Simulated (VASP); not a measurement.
Write the native input for VASP 6.6.1 that does the following.

```
Task                   : relaxation of cell and atoms
Functional             : PBE
Potentials or basis    : VASP PAW PBE potentials, release 64 (B, C)
Cutoff                 : 520 eV
k mesh                 : 6 × 6 × 4
Occupations            : gaussian, width 0.15 eV
Spin                   : no spin polarisation
Further INCAR settings : PREC = Normal; ALGO = Fast; EDIFF = 0.0001; IBRION = 2; EDIFFG = -0.08; NSW = 24; ISIF = 3
```

The structure of B2C lies in POSCAR:

```
B2C
1.0
    3.5627477200      0.0000000000      0.0000000000
   -1.7813738600      3.0854300400      0.0000000000
    0.0000000000      0.0000000000      4.4974028800
B C
4 2
Direct
    0.6666666700      0.3333333300      0.2500000000
    0.3333333300      0.6666666700      0.7500000000
    0.0000000000      0.0000000000      0.0000000000
    0.0000000000      0.0000000000      0.5000000000
    0.6666666700      0.3333333300      0.7500000000
    0.3333333300      0.6666666700      0.2500000000
```

The cell was built by a generator and needn't be a form met in nature.

One way to write it, as run:

INCAR

```
SYSTEM = B2C
PREC = Normal ; ENCUT = 520
EDIFF = 1E-4 ; ISMEAR = 0
SIGMA = 0.15 ; LREAL = .False.
LASPH = .True. ; NELM = 60
ALGO = Fast ; ISIF = 3
LWAVE = .False. ; LCHARG = .False.
GGA = PE ; IBRION = 2
NSW = 24 ; EDIFFG = -0.08
```

KPOINTS

```
Automatic mesh
0
Gamma
  6 6 4
  0 0 0
```

Potentials or basis: VASP PAW PBE potentials, release 64 (B, C).

Run with:

```bash
$ cat potpaw_PBE.64/B/POTCAR potpaw_PBE.64/C/POTCAR > POTCAR
$ mpirun -np 1 vasp_std > vasp.out
```

Results of the run:

| Item | Value |
| --- | --- |
| Relaxed volume | 8.92 Å³/atom |
| Relaxed cell | a = 4.566 Å, b = 4.566 Å, c = 2.964 Å, α = 90.00°, β = 90.00°, γ = 120.00° |
| Space group after relaxing (to 0.05 Å) | P6_3/mmc (No. 194) |
| Energy gained by relaxing | 1290.6 meV/atom |
| Ionic steps | 24 |
| Pressure after relaxing | 0.0 GPa |

It took 65 s on 1 thread of Intel(R) Xeon(R) Platinum 8488C (Sapphire Rapids), on a shared host, peak memory 0.13 GiB.
